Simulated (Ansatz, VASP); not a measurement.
**Cs3Ba in two plane-wave programs**

Wanted: the spread between two codes on one cell, functional and k mesh. The cell is invented: As first built, before any earlier steps moved the atoms (in the runner's words): it takes the K3Ba structure with some of its atoms replaced by other elements, volume scaled by an estimate. It may not be a known or stable phase. The cell is taken from a series of VASP runs on this material, whose earlier steps may have relaxed, scaled or displaced it; both programs get it as it stands.

Main program and level: Ansatz 0.2.0; plane waves, with VASP 6.6.1 beside it; single point at PBE.

### 1. Starting point

The structure is cubic, space group Pm-3m (No. 221). The conventional cell has a = 7.387 Å, b = 7.387 Å, c = 7.387 Å, α = 90.00°, β = 90.00°, γ = 90.00°. As first built, before any earlier steps moved the atoms (in the runner's words): sites of the K3Ba structure (space group 221) filled with other elements, volume scaled by an estimate. Farther neighbours are not listed.

### 2. Ansatz: single point, PBE

Ansatz runs on its default PAW (the set named soft_2) files.

With cell and atoms fixed, the geometry can't cause a difference; cores, projectors, grids and the points listed under the comparison can.

input.yaml

```yaml
crystal:
  lattice:
    - [7.387161, 0.0, 0.0]
    - [0.0, 7.387161, 0.0]
    - [0.0, 0.0, 7.387161]
  atoms:
    - { symbol: Ba, position: [0.0, 0.0, 0.0] }
    - { symbol: Cs, position: [0.0, 0.5, 0.5] }
    - { symbol: Cs, position: [0.5, 0.0, 0.5] }
    - { symbol: Cs, position: [0.5, 0.5, 0.0] }
hamiltonian:
  xc: pbe
  pseudopotentials: { kind: paw }
kpoints:
  mp_grid: { grid: [3, 3, 3] }
scf:
  occupations: { method: fermi_dirac, width: 0.05 }
  n_extra_bands: 5
output:
  forces: true
  stress: true
  eigenvalues: true
  write_density: true
  write_potential: true
  elf: true
  volumetric_format: npy
```

Launch:

```
$ ansatz run input.yaml --threads 2 --pin off --max-ram 4608MiB --backend cpu --events-out ev --progress --plain --runs-dir out
```

Numbers of over 12 decimals in the logs are rounded to 6 here.

The program printed:

```text
scf.n_extra_bands = 5 over 19 filled bands (N_el = 37.0): the run solves 24 bands
Engine: ansatz 0.2.0, aarch64-unknown-linux-gnu
Pseudopotentials: kind: paw
Pseudopotential: Ba, paw, valence charge 10, recommended cutoff 420 eV (normal), Ba.paw.azcp
Pseudopotential: Cs, paw, valence charge 9, recommended cutoff 420 eV (normal), Cs.paw.azcp
Functional definition: PBE
  parameter kappa = 0.804
  parameter beta = 0.066725
  exchange = pbe_x(kappa = kappa, mu = beta*pi^2/3)
  correlation = pbe_c(beta = beta)
Crystal: 4 atoms, lattice volume = 403.118 Å³
Basis set: ecut = 420 eV, 7881 PW (Γ), exchange–correlation on 100×100×100 points (8 copies of the dense FFT grid, shifted against one another)
Bands: 24, of which v1, the nominal top of the filled ones, is band 19 counted from 1 (18 counted from 0)
Symmetry: 48 space group operations
Space group: Pm-3m (ITA 221), of the structure as read, at distance tolerance 7.4e-5 Å
k-points: 4 of 27
Non-local potential: Ba, projectors of the file, l = 0: 3, l = 1: 2, l = 2: 2, l = 3: 2
Non-local potential: Cs, projectors of the file, l = 0: 3, l = 1: 2, l = 2: 2, l = 3: 2
PAW form: soft (Blöchl's): semilocal exchange-correlation on the pseudo side does not see the compensation charge
PAW one-centre angular grid: Ba, 194 points (default); XC on 64 Gauss nodes
PAW one-centre angular grid: Cs, 194 points (default); XC on 64 Gauss nodes
Initial density: superposition of atomic densities (neutral atoms: chi_scale 0, normalization atom), corrected by the library's trained network
Initial wavefunctions: pseudopotential atomic-orbital guess
Functional: x = pbe(κ = 0.804, μ = 0.219515), c = pbe(β = 0.066725)
SCF iter   1: F=—  HF=-22961.182191 eV  |F-HF|=—  |Δ(HF+E_count)|=         —  Δρ=6.59e-4  dr2=2.28e-3  ethr=1.77e-3  ⟨swp⟩=9.5  Hψ=549  notcnv=0
preconditioner: auto → Kerker (q_TF=auto, 1.832 Å⁻¹)  [metal: Δε(μ)=0.047 eV  Ē_g=1.246 eV  σ=0.050 eV  W_gap=0.22  n_scr=32 (ndim 8)  ℏωp=4.1 eV  f_vac=0.000  D(μ)=10.11/eV (n_scr^D=80)]
SCF iter   2: F=—  HF=-22961.185295 eV  |F-HF|=—  |Δ(HF+E_count)|=   3.10e-3  Δρ=3.97e-4  dr2=8.28e-4  ethr=6.15e-6  ⟨swp⟩=2.8  Hψ=224  notcnv=0
SCF iter   3: F=—  HF=-22961.185965 eV  |F-HF|=—  |Δ(HF+E_count)|=   6.71e-4  Δρ=1.64e-4  dr2=2.59e-4  ethr=2.24e-6  ⟨swp⟩=2.0  Hψ=108  notcnv=0
SCF iter   4: F=—  HF=-22961.186143 eV  |F-HF|=—  |Δ(HF+E_count)|=   1.77e-4  Δρ=4.30e-5  dr2=3.75e-5  ethr=7.01e-7  ⟨swp⟩=2.0  Hψ=108  notcnv=0
SCF iter   5: F=—  HF=-22961.185944 eV  |F-HF|=—  |Δ(HF+E_count)|=   1.99e-4  Δρ=2.03e-5  dr2=5.05e-6  ethr=1.01e-7  ⟨swp⟩=2.0  Hψ=157  notcnv=0
SCF iter   6: F=—  HF=-22961.185944 eV  |F-HF|=—  |Δ(HF+E_count)|=   2.29e-7  Δρ=5.09e-6  dr2=5.06e-7  ethr=1.36e-8  ⟨swp⟩=2.5  Hψ=161  notcnv=0
SCF iter   7: F=—  HF=-22961.185944 eV  |F-HF|=—  |Δ(HF+E_count)|=   1.17e-7  Δρ=4.03e-6  dr2=3.54e-7  ethr=2.70e-10  ⟨swp⟩=15.2  Hψ=844  notcnv=0
SCF iter   8: F=—  HF=-22961.185944 eV  |F-HF|=—  |Δ(HF+E_count)|=   4.42e-8  Δρ=2.63e-6  dr2=1.33e-7  ethr=9.56e-10  ⟨swp⟩=1.8  Hψ=100  notcnv=0
SCF iter   9: F=-22961.185944 eV  HF=-22961.185944 eV  |F-HF|=1.03e-8  |Δ(HF+E_count)|=   2.43e-8  Δρ=9.63e-7  dr2=1.65e-8  ethr=2.70e-10  ⟨swp⟩=10.0  Hψ=596  notcnv=0
SCF 1 converged in 9 iterations: F = -22961.185944 eV  dr2 = 1.65e-8
  greatest PAW one-centre occupation: 0.960 electrons in one spin orbital (limit 2), on the Ba atom at site 0 (counted from 0), in its partial waves of l = 0
SCF converged after 9 iterations
Free energy (F): -22961.185944 eV
Harris-Foulkes:  -22961.185944 eV  (|F-HF|=1.03e-8)
Internal energy: -22961.107745 eV  (E = F + TS)
E sigma→0 (E₀):  -22961.146844 eV
Entropy (-TS):   -0.078199 eV (-19.550 meV/atom)
Fermi energy:    2.733730 eV
--- Per-component energies (eV) ---
  E_band       = -379.277238
  E_kinetic    = 586.961778
  E_local      = -1599.137417  (includes V_loc(G=0)·N_el)
  E_nonlocal   = 147.542806
  E_hartree    = 544.593116
  E_xc         = -684.041250
  E_vxc        = -505.673150  (∫ρ·V_xc dr)
  E_paw        = -20426.003628  (= ΣΔE_a)
  E_vpaw       = -98.158674  (= ΣTr[D̂ρ^β])
  E_aug_tail   = -0.000006  (compensation charges beyond the density's cutoff)
  E_ewald      = -1531.023144
  E_smearing   = -0.078199  (= −TS)
  E_closure    = -0.000000  (closes the sum)
  Σ components = -22961.185944   (vs F -22961.185944, Δ=0.00e0)
--- Forces (eV/Å), atoms counted from 1 ---
  atom   1  Ba    -0.00000000     0.00000000    -0.00000000
  atom   2  Cs     0.00000000     0.00000000    -0.00000000
  atom   3  Cs     0.00000000    -0.00000000    -0.00000000
  atom   4  Cs     0.00000000    -0.00000000    -0.00000000
  max |Σ_I F_I| component: 7.27e-29 eV/Å
--- Stress (GPa, compression-positive) ---
        0.023072      -0.000000       0.000000
       -0.000000       0.023072       0.000000
        0.000000       0.000000       0.023072
  P = ⅓ Tr σ = 0.0231 GPa (0.231 kbar)
--- Band table (eV) ---
  k-point 0: bands = [... 15 lower, -7.4980, 0.8355, 2.7271, 2.7271, 2.9252, 3.3366, 3.3366, 3.3366, ... 1 higher]
  k-point 1: bands = [... 15 lower, -7.5078, 1.2379, 2.3025, 2.9827, 3.2461, 3.4598, 3.4598, 3.4707, ... 1 higher]
  k-point 2: bands = [... 15 lower, -7.4958, 1.5957, 2.5505, 2.6706, 3.2118, 3.3382, 3.5019, 3.5530, ... 1 higher]
  k-point 3: bands = [... 15 lower, -7.4956, 1.8590, 2.5973, 2.7760, 2.7760, 3.3803, 3.3803, 3.5525, ... 1 higher]
```

Elapsed: 5.4 s, on 2 threads of Arm Neoverse N1, shared host; peak memory 0.56 GiB; 9.9 s of CPU time.

The run ends at a pressure of 0.02 GPa.

### 3. VASP: single point, PBE

The same cell, functional, mesh and smearing now go to VASP, with its own data sets and cutoff.

Lines of VASP's logs that name or quote its potential files are left out, and so is its time.

INCAR

```
SYSTEM = Cs3Ba
PREC = Accurate
ENCUT = 400
EDIFF = 1E-06
NELM = 100
ISMEAR = -1
SIGMA = 0.05
LREAL = .FALSE.
ALGO = Normal
GGA = PE
LORBIT = 11
LWAVE = .FALSE.
LCHARG = .FALSE.
KPAR = 2
ISIF = 2
```

POSCAR

```
Cs3Ba
1.0
    7.3871610000      0.0000000000      0.0000000000
    0.0000000000      7.3871610000      0.0000000000
    0.0000000000      0.0000000000      7.3871610000
Ba Cs
1 3
Direct
    0.0000000000      0.0000000000      0.0000000000
    0.0000000000      0.5000000000      0.5000000000
    0.5000000000      0.0000000000      0.5000000000
    0.5000000000      0.5000000000      0.0000000000
```

KPOINTS

```
Automatic mesh
0
Gamma
3 3 3
0 0 0
```

Potentials, in the order of the species: Ba_sv and Cs_sv (PBE family, release 64).

Launch:

```
$ mpirun -np 2 vasp_std
```

The program printed:

```text
[banner, memory and clock lines left out]
running    2 mpi-ranks, on    1 nodes
 distrk:  each k-point on    1 cores,    2 groups
 distr:  one band on    1 cores,    1 groups

 POSCAR found type information on POSCAR BaCs
 POSCAR found :  2 types and       4 ions
 LDA part: xc-table for (Slater+PW92), standard interpolation
 POSCAR, INCAR and KPOINTS ok, starting setup
 FFT: planning ... GRIDC
 FFT: planning ... GRID_SOFT
 FFT: planning ... GRID
 WAVECAR not read
 entering main loop
       N       E                     dE             d eps       ncg     rms          rms(c)
DAV:   1     0.286563880780E+03    0.28656E+03   -0.11083E+04   176   0.101E+03
DAV:   2     0.354944975312E+02   -0.25107E+03   -0.24902E+03   252   0.205E+02
DAV:   3    -0.249167876778E+01   -0.37986E+02   -0.37864E+02   218   0.872E+01
DAV:   4    -0.380669017416E+01   -0.13150E+01   -0.13114E+01   244   0.174E+01
DAV:   5    -0.383189500341E+01   -0.25205E-01   -0.25190E-01   256   0.212E+00    0.943E-01
DAV:   6    -0.381721351730E+01    0.14681E-01   -0.51830E-02   250   0.623E-01    0.535E-01
DAV:   7    -0.381697436378E+01    0.23915E-03   -0.60978E-02   224   0.641E-01    0.151E-01
DAV:   8    -0.381778151089E+01   -0.80715E-03   -0.40729E-03   218   0.272E-01    0.281E-02
DAV:   9    -0.381785572832E+01   -0.74217E-04   -0.29793E-04   256   0.570E-02    0.273E-02
DAV:  10    -0.381785884435E+01   -0.31160E-05   -0.79917E-05   218   0.338E-02    0.289E-03
DAV:  11    -0.381785962925E+01   -0.78490E-06   -0.38272E-06   186   0.752E-03
   1 F= -.38178596E+01 E0= -.37787712E+01  d E =-.781769E-01
```

OUTCAR, selected parts (step 3):

```text
ion  position               nearest neighbor table
   1  0.000  0.000  0.000-
   2  0.000  0.500  0.500-
   3  0.500  0.000  0.500-
   4  0.500  0.500  0.000-

  LATTYP: Found a simple cubic cell.
 ALAT       =     7.3871610000

 Subroutine GETGRP returns: Found 48 space group operations
 (whereof 48 operations were pure point group operations)

The static configuration has the point symmetry O_h .

 Found      4 irreducible k-points:

   k-points           NKPTS =      4   k-points in BZ     NKDIM =      4   number of bands    NBANDS=     22

   dimension x,y,z NGX =    48 NGY =   48 NGZ =   48
   dimension x,y,z NGXF=    96 NGYF=   96 NGZF=   96

   ENCUT  =  400.0 eV  29.40 Ry    5.42 a.u.  12.05 12.05 12.05*2*pi/ulx,y,z

   NELECT =      37.0000    total number of electrons

 k-points in reciprocal lattice and weights: Automatic mesh
   0.00000000  0.00000000  0.00000000       0.037
   0.33333333  0.00000000  0.00000000       0.222
   0.33333333  0.33333333  0.00000000       0.444
   0.33333333  0.33333333  0.33333333       0.296

 average (electrostatic) potential at core
       1 -41.8379       2 -52.6657       3 -52.6657       4 -52.6657

 E-fermi :   0.5587

 k-point     1 :       0.0000    0.0000    0.0000
  band No.  band energies     occupation
    ...
     15      -9.6755      2.00000
     16      -9.6755      2.00000
     17      -1.3403      2.00000
     18       0.5515      1.07167
     19       0.5515      1.07167
     20       0.7490      0.04349
     21       1.1611      0.00001
     22       1.1611      0.00001

 k-point     2 :       0.3333    0.0000    0.0000
  band No.  band energies     occupation
    ...
     14      -9.7115      2.00000
     15      -9.6853      2.00000
     16      -9.6853      2.00000
     17      -0.9379      2.00000
     18       0.1269      1.99964
     19       0.8080      0.01355
     20       1.0726      0.00007
     21       1.2852      0.00000
     22       1.2924      0.00000

 k-point     3 :       0.3333    0.3333    0.0000
  band No.  band energies     occupation
    ...
     15      -9.6962      2.00000
     16      -9.6731      2.00000
     17      -0.5799      2.00000
     18       0.3754      1.95008
     19       0.4956      1.55817
     20       1.0369      0.00014
     21       1.1657      0.00001
     22       1.3697      0.00000

  Total        0.0322095      0.0322095      0.0322095     -0.0000000     -0.0000000     -0.0000000
  in kB        0.1280154      0.1280154      0.1280154     -0.0000000     -0.0000000     -0.0000000
  external PRESSURE =       0.1280154 kB  Pullay stress =       0.0000000 kB

  energy-cutoff  :      400.00
  volume of cell :      403.12
      direct lattice vectors                 reciprocal lattice vectors
     7.387161000  0.000000000  0.000000000     0.135370002  0.000000000  0.000000000
     0.000000000  7.387161000  0.000000000     0.000000000  0.135370002  0.000000000
     0.000000000  0.000000000  7.387161000     0.000000000  0.000000000  0.135370002

 POSITION                                       TOTAL-FORCE (eV/Angst)
 -----------------------------------------------------------------------------------
      0.00000      0.00000      0.00000         0.000000      0.000000      0.000000
      0.00000      3.69358      3.69358         0.000000      0.000000      0.000000
      3.69358      0.00000      3.69358         0.000000      0.000000      0.000000
      3.69358      3.69358      0.00000         0.000000      0.000000      0.000000
 -----------------------------------------------------------------------------------
    total drift:                                0.000000     -0.000000     -0.000000

  FREE ENERGIE OF THE ION-ELECTRON SYSTEM (eV)
  ---------------------------------------------------
  free  energy   TOTEN  =        -3.8178596293 eV

  energy  without entropy=       -3.7396826805  energy(sigma->0) =       -3.77877115

 total charge
# of ion       s       p       d       tot
------------------------------------------
    1        2.088   5.573   0.126   7.787
    2        1.863   4.678   0.015   6.557
    3        1.863   4.678   0.015   6.557
    4        1.863   4.678   0.015   6.557
--------------------------------------------------
tot          7.677  19.608   0.172  27.457

[... 1 further part left out ...]
```

Harder data sets than Ba_sv exist (the GW ones), and pressures, volumes and forces can shift noticeably with them.

### 4. Comparison

Known differences besides the potentials themselves: the cutoff is 420 eV in Ansatz and 400 eV in VASP; VASP leaves aspherical gradient terms in its spheres out (LASPH is not set), Ansatz keeps them. Total energies have different zeros and are not compared.

Compared:

| quantity | Ansatz | VASP | difference |
| --- | --- | --- | --- |
| pressure (GPa) | 0.02 | 0.01 | +0.01 |

### 5. Summary of results

```
difference in pressure (single point, PBE) : 0.010 GPa
```

**Reading.** The difference in pressure is 0.010 GPa (single point, PBE), within the 1 GPa picked in this series as the mark of a large difference. Such differences can come from data sets, numerical settings and the points named under the comparisons, not from the functional's error against experiment.

[Lines on the potential files, build, host, timing and source positions are cut from VASP's logs without a mark.]

[Logs are printed without paths, hosts, clocks, repeated set-up lines and the standing remarks that a program may print on its own settings, such as how far it seeks lower states.]

[Hosts, paths, dates, database ids (printed as entryN), source tags and the programs' standing remarks are cut or masked in the printed files.]
